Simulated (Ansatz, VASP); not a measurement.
# Ta2Rh3: VASP beside Ansatz

One calculation is typed for both programs; each brings its own data sets and cutoff. How far apart do they land? The structure shown is the end of the VASP relaxation below.

Method: plane waves, with VASP 6.6.1 beside it; single point at PBE, in Ansatz 0.2.0.

### 1. The structure

The cell holds 20 atoms: 12 Rh and 8 Ta. Cell: a = 5.416 Å, b = 5.416 Å, c = 22.845 Å, α = 90.0°, β = 90.0°, γ = 60.0°. It derives from Rh. As first built, before any earlier steps moved the atoms (in the runner's words): kind: overlayer; added: Ta; how: under the top layer, both faces;. Regions: layer 1, 4 atoms (4 Rh); layer 2, 4 atoms (4 Ta); layer 3, 4 atoms (4 Rh); other layers, 8 atoms (4 Ta and 4 Rh). Vacuum lies along c.

### 2. VASP: relaxation, PBE

This run makes the geometry at which the two programs are then compared.

Lines of VASP's logs that name or quote its potential files are left out, and so is its time.

INCAR reads:

```
SYSTEM = Ta2Rh3
PREC = Normal
ENCUT = 330
EDIFF = 1E-05
NELM = 100
ISMEAR = 0
SIGMA = 0.1
LREAL = Auto
ALGO = Fast
GGA = PE
NBANDS = 166
LWAVE = .FALSE.
LCHARG = .FALSE.
KPAR = 2
NCORE = 4
IBRION = 2
NSW = 50
ISIF = 0
EDIFFG = -0.05
```

POSCAR reads:

```
Ta2Rh3
1.0
    5.4164379439      0.0000000000      0.0000000000
    2.7082189719      4.6907728574      0.0000000000
    0.0000000000      0.0000000000     22.8450061240
Rh Ta
12 8
Selective dynamics
Direct
    0.0000000000      0.0000000000      0.6935873000  T T T
    0.5000000000      0.0000000000      0.6935873000  T T T
    0.0000000000      0.5000000000      0.6935873000  T T T
    0.5000000000      0.5000000000      0.6935873000  T T T
    0.1666666670      0.1666666670      0.5000000000  F F F
    0.6666666670      0.1666666670      0.5000000000  F F F
    0.1666666670      0.6666666670      0.5000000000  F F F
    0.6666666670      0.6666666670      0.5000000000  F F F
    0.8333333330      0.3333333330      0.3064127000  T T T
    0.3333333330      0.3333333330      0.3064127000  T T T
    0.8333333330      0.8333333330      0.3064127000  T T T
    0.3333333330      0.8333333330      0.3064127000  T T T
    0.8333333330      0.3333333330      0.5967936500  T T T
    0.3333333330      0.3333333330      0.5967936500  T T T
    0.8333333330      0.8333333330      0.5967936500  T T T
    0.3333333330      0.8333333330      0.5967936500  T T T
    0.0000000000      0.0000000000      0.4032063500  T T T
    0.5000000000      0.0000000000      0.4032063500  T T T
    0.0000000000      0.5000000000      0.4032063500  T T T
    0.5000000000      0.5000000000      0.4032063500  T T T
```

KPOINTS reads:

```
Automatic mesh
0
Gamma
4 4 1
0 0 0
```

The projector-augmented-wave data sets are Rh_pv and Ta_pv (PBE family, release 64).

Launch:

```sh
> mpirun -np 8 vasp_std
```

Numbers of over 12 decimals in the logs are rounded to 6 here.

Log:

```text
[banner, memory and clock lines left out]
running    8 mpi-ranks, on    1 nodes
 distrk:  each k-point on    4 cores,    2 groups
 distr:  one band on    4 cores,    1 groups

 POSCAR found type information on POSCAR RhTa
 POSCAR found :  2 types and      20 ions
 LDA part: xc-table for (Slater+PW92), standard interpolation
 POSCAR, INCAR and KPOINTS ok, starting setup
 FFT: planning ... GRIDC
 FFT: planning ... GRID_SOFT
 FFT: planning ... GRID
 WAVECAR not read
 entering main loop
       N       E                     dE             d eps       ncg     rms          rms(c)
DAV:   1     0.249380840870E+04    0.24938E+04   -0.13716E+05  1648   0.118E+03
DAV:   3    -0.187851789502E+03   -0.10695E+03   -0.10067E+03  1520   0.857E+01
DAV:   4    -0.191855291452E+03   -0.40035E+01   -0.39232E+01  1640   0.146E+01
DAV:   5    -0.191997519620E+03   -0.14223E+00   -0.14204E+00  1730   0.246E+00    0.637E+01
RMM:   6    -0.205932069039E+03   -0.13935E+02   -0.79739E+01  1340   0.208E+01    0.379E+01
RMM:   7    -0.229202640693E+03   -0.23271E+02   -0.81606E+01  1431   0.196E+01    0.549E+01
RMM:   8    -0.208878536956E+03    0.20324E+02   -0.44715E+01  1353   0.152E+01    0.446E+01
RMM:   9    -0.180596846450E+03    0.28282E+02   -0.22391E+01  1335   0.105E+01    0.106E+01
RMM:  10    -0.179312800075E+03    0.12840E+01   -0.13385E+00  1341   0.248E+00    0.841E+00
RMM:  11    -0.179211455129E+03    0.10134E+00   -0.25654E-01  1407   0.119E+00    0.523E+00
RMM:  12    -0.179087416146E+03    0.12404E+00   -0.89133E-02  1369   0.727E-01    0.335E+00
RMM:  13    -0.179009540426E+03    0.77876E-01   -0.15229E-01  1487   0.884E-01    0.826E-01
RMM:  14    -0.178991548583E+03    0.17992E-01   -0.38970E-02  1353   0.439E-01    0.854E-01
RMM:  15    -0.178983899127E+03    0.76495E-02   -0.32654E-02  1423   0.318E-01    0.255E-01
[...]
RMM:  19    -0.178983363299E+03   -0.50017E-03   -0.21863E-04  1180   0.274E-02    0.267E-02
RMM:  20    -0.178983620729E+03   -0.25743E-03   -0.80599E-05  1018   0.126E-02    0.150E-02
RMM:  21    -0.178984025968E+03   -0.40524E-03   -0.85168E-05   945   0.111E-02    0.801E-03
RMM:  22    -0.178984290883E+03   -0.26492E-03   -0.20434E-05   842   0.677E-03    0.785E-03
RMM:  23    -0.178984508043E+03   -0.21716E-03   -0.14012E-05   823   0.568E-03    0.396E-03
RMM:  24    -0.178984562338E+03   -0.54295E-04   -0.48006E-06   555   0.315E-03    0.249E-03
RMM:  25    -0.178984583729E+03   -0.21391E-04   -0.36699E-06   511   0.253E-03    0.206E-03
RMM:  26    -0.178984584110E+03   -0.38087E-06   -0.55810E-07   327   0.170E-03
   1 F= -.17898458E+03 E0= -.17893649E+03  d E =-.178985E+03
[... from here on, the cycles between the ionic steps are left out ...]
   2 F= -.17937538E+03 E0= -.17932019E+03  d E =-.390800E+00
   3 F= -.17937539E+03 E0= -.17932031E+03  d E =-.390807E+00
   4 F= -.17961706E+03 E0= -.17956152E+03  d E =-.241666E+00
   5 F= -.17989896E+03 E0= -.17984602E+03  d E =-.523570E+00
   6 F= -.17990225E+03 E0= -.17985023E+03  d E =-.526859E+00
   7 F= -.17990577E+03 E0= -.17985504E+03  d E =-.352123E-02
 trial-energy change:   -0.003521  1 .order   -0.003043   -0.022292    0.016207
 step:   0.9396(harm=  0.9113)  dis= 0.01135  next Energy=  -179.909006 (dE=-0.676E-02)
 bond charge predicted
       N       E                     dE             d eps       ncg     rms          rms(c)
DAV:   1    -0.179895943677E+03    0.98189E-02   -0.19345E+00  1328   0.477E+00    0.304E-01
RMM:   2    -0.179911148457E+03   -0.15205E-01   -0.13324E-01  1355   0.117E+00    0.556E-01
RMM:   3    -0.179909256432E+03    0.18920E-02   -0.16000E-02  1351   0.386E-01    0.255E-01
RMM:   4    -0.179908912190E+03    0.34424E-03   -0.19567E-03  1388   0.128E-01    0.104E-01
RMM:   5    -0.179908958189E+03   -0.46000E-04   -0.66803E-04  1323   0.755E-02    0.801E-02
RMM:   6    -0.179908895269E+03    0.62921E-04   -0.23267E-04  1216   0.399E-02    0.320E-02
RMM:   7    -0.179908903922E+03   -0.86537E-05   -0.42802E-05   984   0.165E-02
   8 F= -.17990890E+03 E0= -.17985759E+03  d E =-.665392E-02
 curvature:  -0.82 expect dE=-0.314E-04 dE for cont linesearch -0.315E-05
 trial: gam=-0.04228 g(F)=  0.383E-04 g(S)=  0.000E+00 ort = 0.313E-03 (trialstep = 0.145E+01)
 search vector abs. value=  0.575E-04
 reached required accuracy - stopping structural energy minimisation
```

Parts of OUTCAR (step 2):

```text
ion  position               nearest neighbor table
   1  0.000  0.000  0.694-  13 2.71  16 2.71  15 2.71   3 2.71   3 2.71   4 2.71   4 2.71   2 2.71
                             2 2.71
   2  0.500  0.000  0.694-  14 2.71  15 2.71  16 2.71   4 2.71   4 2.71   3 2.71   3 2.71   1 2.71
                             1 2.71
   3  0.000  0.500  0.694-  15 2.71  14 2.71  13 2.71   1 2.71   1 2.71   2 2.71   2 2.71   4 2.71
                             4 2.71
   4  0.500  0.500  0.694-  16 2.71  13 2.71  14 2.71   2 2.71   2 2.71   1 2.71   1 2.71   3 2.71
                             3 2.71
   5  0.167  0.167  0.500-  14 2.71  19 2.71  18 2.71  16 2.71  17 2.71  13 2.71   7 2.71   7 2.71
                             8 2.71   8 2.71   6 2.71   6 2.71
   6  0.667  0.167  0.500-  13 2.71  20 2.71  17 2.71  15 2.71  18 2.71  14 2.71   8 2.71   8 2.71
                             7 2.71   7 2.71   5 2.71   5 2.71
   7  0.167  0.667  0.500-  16 2.71  17 2.71  20 2.71  14 2.71  19 2.71  15 2.71   5 2.71   5 2.71
                             6 2.71   6 2.71   8 2.71   8 2.71
   8  0.667  0.667  0.500-  15 2.71  18 2.71  19 2.71  13 2.71  20 2.71  16 2.71   6 2.71   6 2.71
                             5 2.71   5 2.71   7 2.71   7 2.71
   9  0.833  0.333  0.306-  17 2.71  20 2.71  19 2.71  11 2.71  11 2.71  12 2.71  12 2.71  10 2.71
                            10 2.71
  10  0.333  0.333  0.306-  18 2.71  19 2.71  20 2.71  12 2.71  12 2.71  11 2.71  11 2.71   9 2.71
                             9 2.71
  11  0.833  0.833  0.306-  19 2.71  18 2.71  17 2.71   9 2.71   9 2.71  10 2.71  10 2.71  12 2.71
                            12 2.71
  12  0.333  0.833  0.306-  20 2.71  17 2.71  18 2.71  10 2.71  10 2.71   9 2.71   9 2.71  11 2.71
                            11 2.71
  13  0.833  0.333  0.597-   6 2.71   1 2.71   4 2.71   8 2.71   3 2.71   5 2.71  15 2.71  15 2.71
                            16 2.71  16 2.71  14 2.71  14 2.71
  14  0.333  0.333  0.597-   5 2.71   2 2.71   3 2.71   7 2.71   4 2.71   6 2.71  16 2.71  16 2.71
                            15 2.71  15 2.71  13 2.71  13 2.71
  15  0.833  0.833  0.597-   8 2.71   3 2.71   2 2.71   6 2.71   1 2.71   7 2.71  13 2.71  13 2.71
                            14 2.71  14 2.71  16 2.71  16 2.71
  16  0.333  0.833  0.597-   7 2.71   4 2.71   1 2.71   5 2.71   2 2.71   8 2.71  14 2.71  14 2.71
                            13 2.71  13 2.71  15 2.71  15 2.71
  17  0.000  0.000  0.403-   9 2.71   7 2.71  12 2.71   6 2.71  11 2.71   5 2.71  19 2.71  19 2.71
                            20 2.71  20 2.71  18 2.71  18 2.71
  18  0.500  0.000  0.403-  10 2.71   8 2.71  11 2.71   5 2.71  12 2.71   6 2.71  20 2.71  20 2.71
                            19 2.71  19 2.71  17 2.71  17 2.71
  19  0.000  0.500  0.403-  11 2.71   5 2.71  10 2.71   8 2.71   9 2.71   7 2.71  17 2.71  17 2.71
                            18 2.71  18 2.71  20 2.71  20 2.71
  20  0.500  0.500  0.403-  12 2.71   6 2.71   9 2.71   7 2.71  10 2.71   8 2.71  18 2.71  18 2.71
                            17 2.71  17 2.71  19 2.71  19 2.71

  LATTYP: Found a hexagonal cell.
 ALAT       =     5.4164379438
 C/A-ratio  =     4.2177176884

 Subroutine GETGRP returns: Found 12 space group operations
 (whereof  6 operations were pure point group operations)

The static configuration has the point symmetry C_3v.
 The point group associated with its full space group is D_3d.

 Found      4 irreducible k-points:

   k-points           NKPTS =      4   k-points in BZ     NKDIM =      4   number of bands    NBANDS=    166

   dimension x,y,z NGX =    24 NGY =   24 NGZ =  108
   dimension x,y,z NGXF=    48 NGYF=   48 NGZF=  216

   ENCUT  =  330.0 eV  24.25 Ry    4.92 a.u.   8.02  8.02 33.84*2*pi/ulx,y,z

   NELECT =     268.0000    total number of electrons

 k-points in reciprocal lattice and weights: Automatic mesh
   0.00000000  0.00000000  0.00000000       0.062
   0.25000000 -0.00000000  0.00000000       0.375
   0.50000000 -0.00000000  0.00000000       0.188
   0.50000000  0.25000000  0.00000000       0.375

 average (electrostatic) potential at core
       1 -79.4588       2 -79.4588       3 -79.4588       4 -79.4588       5 -79.7935
       6 -79.7935       7 -79.7935       8 -79.7935       9 -79.4588      10 -79.4588
      11 -79.4588      12 -79.4588      13 -39.5485      14 -39.5485      15 -39.5485
      16 -39.5485      17 -39.5485      18 -39.5485      19 -39.5485      20 -39.5485

 E-fermi :   2.7137

 k-point     1 :       0.0000    0.0000    0.0000
  band No.  band energies     occupation
    ...
    122       2.0980      2.00000
    123       2.0980      2.00000
    124       2.0980      2.00000
    125       2.2061      2.00000
    126       2.2061      2.00000
    127       3.2011      0.00000
    128       3.2011      0.00000
    129       3.2011      0.00000
    130       3.2049      0.00000
    131       3.3895      0.00000
    ...

 k-point     2 :       0.2500   -0.0000    0.0000
  band No.  band energies     occupation
    ...
    131       2.4465      1.99984
    132       2.7336      0.77820
    133       2.7336      0.77819
    134       2.7375      0.73624
    135       2.7571      0.53996
    136       2.8439      0.06562
    137       3.0046      0.00004
    138       3.0452      0.00000
    139       3.0478      0.00000
    140       3.3408      0.00000
    ...

 k-point     3 :       0.5000   -0.0000    0.0000
  band No.  band energies     occupation
    ...
    134       2.2241      2.00000
    135       2.2950      2.00000
    136       2.2950      2.00000
    137       2.6485      1.64352
    138       2.6485      1.64352
    139       3.2843      0.00000
    140       3.2843      0.00000
    141       3.5374      0.00000
    142       3.5374      0.00000
    143       3.5647      0.00000
    ...

  energy-cutoff  :      330.00
  volume of cell :      580.43
      direct lattice vectors                 reciprocal lattice vectors
     5.416437944  0.000000000  0.000000000     0.184623180 -0.106592243  0.000000000
     2.708218972  4.690772857  0.000000000     0.000000000  0.213184486  0.000000000
     0.000000000  0.000000000 22.845006124     0.000000000  0.000000000  0.043773243

 POSITION                                       TOTAL-FORCE (eV/Angst)
 -----------------------------------------------------------------------------------
      5.41644      0.00000     16.01663        -0.000000     -0.000000     -0.008483
      2.70822      0.00000     16.01663         0.000000     -0.000000     -0.008483
      1.35411      2.34539     16.01663        -0.000000     -0.000000     -0.008483
      4.06233      2.34539     16.01663         0.000000     -0.000000     -0.008483
      1.35411      0.78180     11.42250         0.000000     -0.000000     -0.000000
      4.06233      0.78180     11.42250        -0.000000      0.000000     -0.000000
      2.70822      3.12718     11.42250         0.000000     -0.000000     -0.000000
      5.41644      3.12718     11.42250        -0.000000      0.000000     -0.000000
      5.41644      1.56359      6.82838         0.000000      0.000000      0.008483
      2.70822      1.56359      6.82838        -0.000000      0.000000      0.008483
      6.77055      3.90898      6.82838        -0.000000      0.000000      0.008483
      4.06233      3.90898      6.82838        -0.000000      0.000000      0.008483
      5.41644      1.56359     13.80018         0.000000      0.000000      0.005227
      2.70822      1.56359     13.80018         0.000000      0.000000      0.005227
      6.77055      3.90898     13.80018         0.000000      0.000000      0.005227
      4.06233      3.90898     13.80018         0.000000      0.000000      0.005227
      0.00000      0.00000      9.04482        -0.000000     -0.000000     -0.005227
      2.70822      0.00000      9.04482        -0.000000     -0.000000     -0.005227
      1.35411      2.34539      9.04482        -0.000000     -0.000000     -0.005227
      4.06233      2.34539      9.04482        -0.000000     -0.000000     -0.005227
 -----------------------------------------------------------------------------------
    total drift:                                0.000002      0.000001      0.000001

  FREE ENERGIE OF THE ION-ELECTRON SYSTEM (eV)
  ---------------------------------------------------
  free  energy   TOTEN  =      -179.9089039223 eV

  energy  without entropy=     -179.8062782048  energy(sigma->0) =     -179.85759106

 reached required accuracy - stopping structural energy minimisation

[... 1 further part left out ...]
```

CONTCAR:

```
Ta2Rh3
   1.00000000000000
     5.4164379439000001    0.0000000000000000    0.0000000000000000
     2.7082189719000000    4.6907728573999998    0.0000000000000000
     0.0000000000000000    0.0000000000000000   22.8450061240000011
  Rh              Ta
    12     8
Selective dynamics
Direct
     1.0000000000000000    0.0000000000000000    0.7010998374070215   T   T   T
     0.5000000000000000    0.0000000000000000    0.7010998374070215   T   T   T
     0.0000000000000000    0.5000000000000000    0.7010998374070215   T   T   T
     0.5000000000000000    0.5000000000000000    0.7010998374070215   T   T   T
     0.1666666670000012    0.1666666670000012    0.5000000000000000   F   F   F
     0.6666666670000012    0.1666666670000012    0.5000000000000000   F   F   F
     0.1666666670000012    0.6666666670000012    0.5000000000000000   F   F   F
     0.6666666670000012    0.6666666670000012    0.5000000000000000   F   F   F
     0.8333333329999988    0.3333333329999988    0.2989001625929784   T   T   T
     0.3333333329999988    0.3333333329999988    0.2989001625929784   T   T   T
     0.8333333329999988    0.8333333329999988    0.2989001625929784   T   T   T
     0.3333333329999988    0.8333333329999988    0.2989001625929784   T   T   T
     0.8333333329999988    0.3333333329999988    0.6040788023923445   T   T   T
     0.3333333329999988    0.3333333329999988    0.6040788023923445   T   T   T
     0.8333333329999988    0.8333333329999988    0.6040788023923445   T   T   T
     0.3333333329999988    0.8333333329999988    0.6040788023923445   T   T   T
     0.0000000000000000    0.0000000000000000    0.3959211976076555   T   T   T
     0.5000000000000000    0.0000000000000000    0.3959211976076555   T   T   T
     0.0000000000000000    0.5000000000000000    0.3959211976076555   T   T   T
     0.5000000000000000    0.5000000000000000    0.3959211976076555   T   T   T
```

(Part 1 of 2 ends here.)

[Lines on the potential files, build, host, timing and source positions are cut from VASP's logs without a mark.]

[Logs are printed without paths, hosts, clocks, repeated set-up lines and the standing remarks that a program may print on its own settings, such as how far it seeks lower states.]

[Hosts, paths, dates, database ids (printed as entryN), source tags and the programs' standing remarks are cut or masked in the printed files.]
